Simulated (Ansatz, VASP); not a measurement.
# SiO2: VASP beside Ansatz, part 2 of 3

One calculation is typed for both programs; each brings its own data sets. How far apart do they land? The cell is taken from a series of runs on this material, whose earlier steps may have relaxed, scaled, displaced or heated it; both programs get it as it stands.

VASP 6.6.1 and Ansatz 0.2.0.

So far: Set-up; VASP: zone-centre phonons, PBE.

### 2. VASP: zone-centre phonons, PBE (continued)

Level of this step: PBE; plane waves and PAW (O, Si) (VASP).

From OUTCAR (step 2):

```text
ion  position               nearest neighbor table
   1  0.695  0.695  0.000-   5 1.76   5 1.76   6 1.80
   2  0.195  0.805  0.500-   6 1.76   6 1.76   5 1.80
   3  0.305  0.305  0.000-   5 1.76   5 1.76   6 1.80
   4  0.805  0.195  0.500-   6 1.76   6 1.76   5 1.80
   5  0.500  0.500  0.500-   1 1.76   3 1.76   1 1.76   3 1.76   2 1.80   4 1.80
   6  0.000  0.000  0.000-   2 1.76   4 1.76   2 1.76   4 1.76   3 1.80   1 1.80

  LATTYP: Found a simple tetragonal cell.
 ALAT       =     4.1659044564
 C/A-ratio  =     0.6408510007

 Subroutine GETGRP returns: Found 16 space group operations
 (whereof  8 operations were pure point group operations)

The static configuration has the point symmetry D_2h.
 The point group associated with its full space group is D_4h.

 Found     75 irreducible k-points:

   k-points           NKPTS =     75   k-points in BZ     NKDIM =     75   number of bands    NBANDS=     22

   dimension x,y,z NGX =    36 NGY =   36 NGZ =   24
   dimension x,y,z NGXF=    72 NGYF=   72 NGZF=   48

   ENCUT  =  600.0 eV  44.10 Ry    6.64 a.u.   8.32  8.32  5.33*2*pi/ulx,y,z

   NELECT =      32.0000    total number of electrons

 k-points in reciprocal lattice and weights: Automatic mesh
   0.00000000  0.00000000  0.00000000       0.002
   0.12500000  0.00000000  0.00000000       0.008
   0.25000000  0.00000000  0.00000000       0.008
   0.37500000  0.00000000  0.00000000       0.008
   0.50000000  0.00000000  0.00000000       0.004
   0.12500000  0.12500000  0.00000000       0.008
   0.25000000  0.12500000  0.00000000       0.016
   0.37500000  0.12500000  0.00000000       0.016
   0.50000000  0.12500000  0.00000000       0.008
[...]
0.50000000  0.37500000  0.50000000       0.008
   0.50000000  0.50000000  0.50000000       0.002

[...]
2     0.36850     3.80012     0.00000
    3     0.00000     0.00000     4.04137

 Eigenvectors and eigenvalues of the dynamical matrix
 ----------------------------------------------------

   1 f  =   28.680948 THz   180.207711 2PiTHz  956.693445 cm-1   118.614816 meV
             X         Y         Z           dx          dy          dz
      2.894273  2.894273  0.000000     0.353553    0.353553    0.000000
      0.811321  3.354583  1.334862    -0.353553    0.353553   -0.000000
      1.271631  1.271631  0.000000    -0.353553   -0.353553   -0.000000
      3.354583  0.811321  1.334862     0.353553   -0.353553    0.000000
      2.082952  2.082952  1.334862    -0.000000   -0.000000    0.000000
      0.000000  0.000000  0.000000    -0.000000    0.000000    0.000000

   2 f  =   24.780817 THz   155.702463 2PiTHz  826.599068 cm-1   102.485177 meV
             X         Y         Z           dx          dy          dz
      2.894273  2.894273  0.000000    -0.337298   -0.357837   -0.000000
      0.811321  3.354583  1.334862     0.103000    0.157755   -0.000000
      1.271631  1.271631  0.000000    -0.337298   -0.357837    0.000000
      3.354583  0.811321  1.334862     0.103000    0.157755    0.000000
      2.082952  2.082952  1.334862     0.443515    0.463282    0.000000
      0.000000  0.000000  0.000000    -0.089761   -0.161189   -0.000000

   3 f  =   24.780817 THz   155.702463 2PiTHz  826.599068 cm-1   102.485177 meV
             X         Y         Z           dx          dy          dz
      2.894273  2.894273  0.000000    -0.157755    0.103000    0.000000
      0.811321  3.354583  1.334862     0.357837   -0.337298   -0.000000
      1.271631  1.271631  0.000000    -0.157755    0.103000    0.000000
      3.354583  0.811321  1.334862     0.357837   -0.337298   -0.000000
      2.082952  2.082952  1.334862     0.161189   -0.089761   -0.000000
      0.000000  0.000000  0.000000    -0.463282    0.443515    0.000000

   4 f  =   22.926384 THz   144.050716 2PiTHz  764.741838 cm-1    94.815861 meV
             X         Y         Z           dx          dy          dz
      2.894273  2.894273  0.000000    -0.000000    0.000000   -0.449769
      0.811321  3.354583  1.334862     0.000000   -0.000000    0.449769
      1.271631  1.271631  0.000000    -0.000000    0.000000   -0.449769
      3.354583  0.811321  1.334862     0.000000   -0.000000    0.449769
      2.082952  2.082952  1.334862     0.000000   -0.000000    0.308893
      0.000000  0.000000  0.000000    -0.000000    0.000000   -0.308893

   5 f  =   22.733962 THz   142.841698 2PiTHz  758.323356 cm-1    94.020071 meV
             X         Y         Z           dx          dy          dz
      2.894273  2.894273  0.000000     0.353553    0.353553    0.000000
      0.811321  3.354583  1.334862     0.353553   -0.353553    0.000000
      1.271631  1.271631  0.000000    -0.353553   -0.353553   -0.000000
      3.354583  0.811321  1.334862    -0.353553    0.353553   -0.000000
      2.082952  2.082952  1.334862     0.000000    0.000000   -0.000000
      0.000000  0.000000  0.000000    -0.000000    0.000000   -0.000000

   6 f  =   19.795480 THz   124.378670 2PiTHz  660.306141 cm-1    81.867491 meV
             X         Y         Z           dx          dy          dz
      2.894273  2.894273  0.000000    -0.000000   -0.000000   -0.341773
      0.811321  3.354583  1.334862     0.000000   -0.000000   -0.341773
      1.271631  1.271631  0.000000    -0.000000   -0.000000   -0.341773
      3.354583  0.811321  1.334862     0.000000    0.000000   -0.341773
      2.082952  2.082952  1.334862    -0.000000   -0.000000    0.516122
      0.000000  0.000000  0.000000     0.000000    0.000000    0.516122

   7 f  =   17.937056 THz   112.701845 2PiTHz  598.315777 cm-1    74.181669 meV
             X         Y         Z           dx          dy          dz
      2.894273  2.894273  0.000000    -0.353553    0.353553   -0.000000
      0.811321  3.354583  1.334862     0.353553    0.353553    0.000000
      1.271631  1.271631  0.000000     0.353553   -0.353553    0.000000
      3.354583  0.811321  1.334862    -0.353553   -0.353553   -0.000000
      2.082952  2.082952  1.334862     0.000000    0.000000    0.000000
      0.000000  0.000000  0.000000    -0.000000   -0.000000    0.000000

   8 f  =   17.846882 THz   112.135267 2PiTHz  595.307904 cm-1    73.808740 meV
             X         Y         Z           dx          dy          dz
      2.894273  2.894273  0.000000    -0.290646   -0.116261    0.000000
      0.811321  3.354583  1.334862     0.266414   -0.004229   -0.000000
      1.271631  1.271631  0.000000    -0.290646   -0.116261   -0.000000
      3.354583  0.811321  1.334862     0.266414   -0.004229    0.000000
      2.082952  2.082952  1.334862    -0.538373   -0.021001   -0.000000
      0.000000  0.000000  0.000000     0.574955    0.202902   -0.000000

   9 f  =   17.846882 THz   112.135267 2PiTHz  595.307904 cm-1    73.808740 meV
             X         Y         Z           dx          dy          dz
      2.894273  2.894273  0.000000    -0.004229   -0.266414   -0.000000
      0.811321  3.354583  1.334862    -0.116261    0.290646    0.000000
      1.271631  1.271631  0.000000    -0.004229   -0.266414    0.000000
      3.354583  0.811321  1.334862    -0.116261    0.290646   -0.000000
      2.082952  2.082952  1.334862     0.202902   -0.574955   -0.000000
      0.000000  0.000000  0.000000    -0.021001    0.538373   -0.000000

  10 f  =   17.618485 THz   110.700206 2PiTHz  587.689400 cm-1    72.864166 meV
             X         Y         Z           dx          dy          dz
      2.894273  2.894273  0.000000    -0.000000    0.000000    0.706712
      0.811321  3.354583  1.334862     0.000000    0.000000    0.023628
      1.271631  1.271631  0.000000     0.000000   -0.000000   -0.706712
      3.354583  0.811321  1.334862    -0.000000   -0.000000   -0.023628
      2.082952  2.082952  1.334862     0.000000   -0.000000   -0.000000
      0.000000  0.000000  0.000000    -0.000000    0.000000    0.000000

  11 f  =   17.618485 THz   110.700206 2PiTHz  587.689400 cm-1    72.864166 meV
             X         Y         Z           dx          dy          dz
      2.894273  2.894273  0.000000    -0.000000    0.000000   -0.023628
      0.811321  3.354583  1.334862     0.000000   -0.000000    0.706712
      1.271631  1.271631  0.000000    -0.000000    0.000000    0.023628
      3.354583  0.811321  1.334862     0.000000   -0.000000   -0.706712
      2.082952  2.082952  1.334862    -0.000000    0.000000   -0.000000
      0.000000  0.000000  0.000000     0.000000   -0.000000   -0.000000

  12 f  =   13.886997 THz    87.254575 2PiTHz  463.220358 cm-1    57.431979 meV
             X         Y         Z           dx          dy          dz
      2.894273  2.894273  0.000000     0.310899   -0.354330    0.000000
      0.811321  3.354583  1.334862    -0.134679   -0.216864   -0.000000
      1.271631  1.271631  0.000000     0.310899   -0.354330   -0.000000
      3.354583  0.811321  1.334862    -0.134679   -0.216864    0.000000
      2.082952  2.082952  1.334862    -0.223707    0.459163    0.000000
      0.000000  0.000000  0.000000    -0.042346    0.403211   -0.000000

  13 f  =   13.886997 THz    87.254575 2PiTHz  463.220358 cm-1    57.431979 meV
             X         Y         Z           dx          dy          dz
      2.894273  2.894273  0.000000    -0.216864    0.134679   -0.000000
      0.811321  3.354583  1.334862    -0.354330   -0.310899    0.000000
      1.271631  1.271631  0.000000    -0.216864    0.134679   -0.000000
      3.354583  0.811321  1.334862    -0.354330   -0.310899   -0.000000
      2.082952  2.082952  1.334862     0.403211    0.042346   -0.000000
      0.000000  0.000000  0.000000     0.459163    0.223707    0.000000
    [... 43 further lines ...]
      2.082952  2.082952  1.334862    -0.000000   -0.000000   -0.483340
      0.000000  0.000000  0.000000    -0.000000   -0.000000   -0.483340

 MACROSCOPIC STATIC DIELECTRIC TENSOR IONIC CONTRIBUTION
 ------------------------------------------------------
           7.567403    -0.000000    -0.000000
          -0.000000     7.567403    -0.000000
          -0.000000    -0.000000     5.319070
 ------------------------------------------------------

 ELASTIC MODULI CONTR FROM IONIC RELAXATION (kBar)
 Direction    XX          YY          ZZ          XY          YZ          ZX
 --------------------------------------------------------------------------------
 XX        -979.5552    336.8729    -48.9579      0.0000     -0.0000     -0.0000
 YY         336.8729   -979.5552    -48.9579      0.0000      0.0000      0.0000
 ZZ         -48.9579    -48.9579     -7.4590      0.0000      0.0000      0.0000
 XY           0.0000     -0.0000      0.0000    -10.1765     -0.0000     -0.0000
 YZ          -0.0000      0.0000      0.0000     -0.0000    -61.9118     -0.0000
 ZX          -0.0000      0.0000      0.0000     -0.0000     -0.0000    -81.7263
 --------------------------------------------------------------------------------

 PIEZOELECTRIC TENSOR IONIC CONTR  for field in x, y, z        (C/m^2)
          XX          YY          ZZ          XY          YZ          ZX
  --------------------------------------------------------------------------------
  x     0.00000     0.00000     0.00000    -0.00000     0.00000     0.00000
  y    -0.00000     0.00000    -0.00000     0.00000     0.00000     0.00000
  z    -0.00000     0.00000    -0.00000     0.00000    -0.00000     0.00000
```

(Continued in part 3 of 3.)

[Lines on the potential files, build, host, timing and source positions are cut from VASP's logs without a mark.]

[Logs are printed without paths, hosts, clocks, repeated set-up lines and the standing remarks that a program may print on its own settings, such as how far it seeks lower states.]

[Hosts, paths, dates, database ids (printed as entryN), source tags and the programs' standing remarks are cut or masked in the printed files.]
